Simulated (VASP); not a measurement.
Output of a VASP run:

File OSZICAR:
```
       N       E                     dE             d eps       ncg     rms          rms(c)
DAV:   1    -0.329129583961E+02   -0.32913E+02   -0.54196E+03  2642   0.869E+02
DAV:   2    -0.475527215071E+02   -0.14640E+02   -0.14243E+02  3914   0.120E+02
DAV:   3    -0.477847820629E+02   -0.23206E+00   -0.23017E+00  3099   0.116E+01
DAV:   4    -0.477861368250E+02   -0.13548E-02   -0.13579E-02  3286   0.917E-01
DAV:   5    -0.477861457235E+02   -0.88984E-05   -0.90017E-05  3105   0.526E-02    0.491E+01
DAV:   6    -0.445298996876E+02    0.32562E+01   -0.73462E-01  2714   0.852E+00    0.259E+01
DAV:   7    -0.452383115770E+02   -0.70841E+00   -0.39444E-01  2620   0.685E+00    0.734E+00
DAV:   8    -0.441926779200E+02    0.10456E+01   -0.43944E-01  2648   0.680E+00    0.564E+00
DAV:   9    -0.449349779886E+02   -0.74230E+00   -0.34500E-01  2636   0.419E+00    0.244E+00
DAV:  10    -0.449260950914E+02    0.88829E-02   -0.10363E-02  2718   0.112E+00    0.502E-01
DAV:  11    -0.449408952130E+02   -0.14800E-01   -0.10210E-02  2639   0.915E-01    0.325E-01
DAV:  12    -0.449418512406E+02   -0.95603E-03   -0.37645E-03  2625   0.759E-01    0.625E-01
DAV:  13    -0.449407207661E+02    0.11305E-02   -0.10748E-03  2675   0.335E-01    0.174E-01
DAV:  14    -0.449405710552E+02    0.14971E-03   -0.11062E-04  2721   0.994E-02    0.346E-02
DAV:  15    -0.449405973984E+02   -0.26343E-04   -0.35377E-05  2732   0.629E-02    0.257E-02
DAV:  16    -0.449406036258E+02   -0.62273E-05   -0.71916E-06  2791   0.319E-02    0.756E-02
DAV:  17    -0.449405958816E+02    0.77442E-05   -0.70064E-06  2757   0.292E-02    0.809E-03
DAV:  18    -0.449405990578E+02   -0.31762E-05   -0.39530E-07  2785   0.727E-03    0.126E-02
DAV:  19    -0.449405985123E+02    0.54548E-06   -0.52091E-09  1373   0.943E-04    0.101E-02
DAV:  20    -0.449405985971E+02   -0.84824E-07   -0.78023E-09  1353   0.885E-04
   1 F= -.44940599E+02 E0= -.44940599E+02  d E =0.000000E+00
       N       E                     dE             ncg
```

**OUTCAR**
```
------------------------ aborting loop because EDIFF is reached ----------------------------------------
  FORCE on cell =-STRESS in cart. coord.  units (eV):
  Direction    XX          YY          ZZ          XY          YZ          ZX
  --------------------------------------------------------------------------------------
  Total       -0.0180351     -0.0180351     -0.0180351      0.0000000     -0.0000000      0.0000000
  in kB       -1.3087949     -1.3087949     -1.3087949      0.0000000     -0.0000000      0.0000000
  external PRESSURE =      -1.3087949 kB  Pullay stress =       0.0000000 kB
  volume of cell :       22.08
      direct lattice vectors                 reciprocal lattice vectors
    -1.767255579  1.767255579  1.767255579     0.000000000  0.282924556  0.282924556
     1.767255579 -1.767255579  1.767255579     0.282924556  0.000000000  0.282924556
     1.767255579  1.767255579 -1.767255579     0.282924556  0.282924556  0.000000000
 POSITION                                       TOTAL-FORCE (eV/Angst)
 -----------------------------------------------------------------------------------
      0.00000      0.00000      0.00000         0.000000      0.000000     -0.000000
 -----------------------------------------------------------------------------------
    total drift:                                0.000000     -0.000000      0.000000
  FREE ENERGIE OF THE ION-ELECTRON SYSTEM (eV)
  ---------------------------------------------------
  free  energy   TOTEN  =       -44.9405985971 eV

  energy  without entropy=      -44.9405985971  energy(sigma->0) =      -44.94059860

 total charge

# of ion       s       p       d       tot
------------------------------------------
    1        0.393   6.410   1.560   8.362
```
(Selected blocks of OUTCAR.)

**POSCAR**
```
Hf
1
   -1.7672555793     1.7672555793     1.7672555793
    1.7672555793    -1.7672555793     1.7672555793
    1.7672555793     1.7672555793    -1.7672555793
Hf
1
Direct
  0.0000000000   0.0000000000   0.0000000000
```

### Question
Write an INCAR and KPOINTS that could have produced this output.

### Answer
Several could match; the one computed here: the input of the run itself, r2SCAN meta-GGA, plane waves, VASP's PBE PAW potentials (set 64).

KPOINTS:
```
Automatic mesh
0
Gamma
16 16 16
0 0 0
```

**KPOINTS_OPT**
```
k-points along high-symmetry lines
10
Line-mode
Reciprocal
  0.000000   0.000000   0.000000 ! GAMMA
  0.500000  -0.500000   0.500000 ! H

  0.500000  -0.500000   0.500000 ! H
  0.000000   0.000000   0.500000 ! N

  0.000000   0.000000   0.500000 ! N
  0.000000   0.000000   0.000000 ! GAMMA

  0.000000   0.000000   0.000000 ! GAMMA
  0.250000   0.250000   0.250000 ! P

  0.250000   0.250000   0.250000 ! P
  0.500000  -0.500000   0.500000 ! H

  0.250000   0.250000   0.250000 ! P
  0.000000   0.000000   0.500000 ! N
```

INCAR:
```
SYSTEM = Hf
PREC = Accurate; ENCUT = 400; LREAL = .FALSE.
LASPH = .TRUE.
EDIFF = 1E-7; NELM = 100; ALGO = Normal
LMAXMIX = 6; LMIXTAU = .TRUE.
ISMEAR = -5
METAGGA = R2SCAN
ISIF = 2
LWAVE = .FALSE.; LCHARG = .FALSE.; LORBIT = 11
NEDOS = 601
```

POTCAR, in this order: Hf_pv (PBE.64 set). Program: vasp_std.

For a metal the tetrahedron method with Blöchl corrections gives inexact stress and forces.

The structure was generated: Hf was put into the bcc type (Im-3m), which need not be its known phase. It was relaxed first.
